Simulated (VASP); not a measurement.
A VASP calculation is set up with these files.

File KPOINTS:
```
Automatic mesh
0
Gamma
  6 6 6
```

INCAR:
```
SYSTEM = PbTe
PREC = Accurate
ENCUT = 480
EDIFF = 1E-6
NELM = 100
ALGO = Normal
LREAL = .FALSE.
LASPH = .TRUE.
ISMEAR = 0
SIGMA = 0.05
GGA = PE
LMAXMIX = 4
LWAVE = .FALSE.
LCHARG = .FALSE.
IBRION = 2
ISIF = 3
NSW = 60
EDIFFG = -0.01
```

**POSCAR**
```
PbTe
1
   -0.0000000000     3.2838789743     3.2838789743
    3.2838789743    -0.0000000000     3.2838789743
    3.2838789743     3.2838789743    -0.0000000000
Te Pb
1 1
Direct
  0.5000000000   0.5000000000   0.5000000000
  0.0000000000   0.0000000000   0.0000000000
```

POTCAR, in this order: Te Pb_d (PBE.64 set). Program: vasp_std.

Question: Translate this PBE calculation to Quantum ESPRESSO's pw.x.

Answer: One equivalent input (not run):
```
&CONTROL
  calculation = 'vc-relax'
  pseudo_dir = './pseudo'
  outdir = './out'
  tprnfor = .true.
  tstress = .true.
  nstep = 60
  forc_conv_thr = 0.00039
/
&SYSTEM
  ibrav = 0
  nat = 2
  ntyp = 2
  ecutwfc = 82.3
  occupations = 'smearing'
  smearing = 'gaussian'
  degauss = 0.003675
  input_dft = 'pbe'
/
&ELECTRONS
  conv_thr = 7.3e-08
  electron_maxstep = 100
/
&IONS
/
&CELL
/
ATOMIC_SPECIES
  Te 127.600 Te.upf
  Pb 207.200 Pb.upf
CELL_PARAMETERS angstrom
    -0.0000000    3.2838790    3.2838790
     3.2838790   -0.0000000    3.2838790
     3.2838790    3.2838790   -0.0000000
ATOMIC_POSITIONS crystal
  Te   0.5000000  0.5000000  0.5000000
  Pb   0.0000000  0.0000000  0.0000000
K_POINTS automatic
  6 6 6 0 0 0
```
What does not carry over: the potentials are each code's own (VASP's PAW set, PseudoDojo norm-conserving files in pw.x), so ENCUT and ecutwfc are chosen apart and not converted; conv_thr bounds pw.x's estimated SCF error, while EDIFF bounds the energy change between steps; forc_conv_thr acts on force components and is met together with etot_conv_thr.

The compound is PbTe in the rock salt structure. It was relaxed first, which changed the volume by +5 %. The start is the result of an earlier pass.
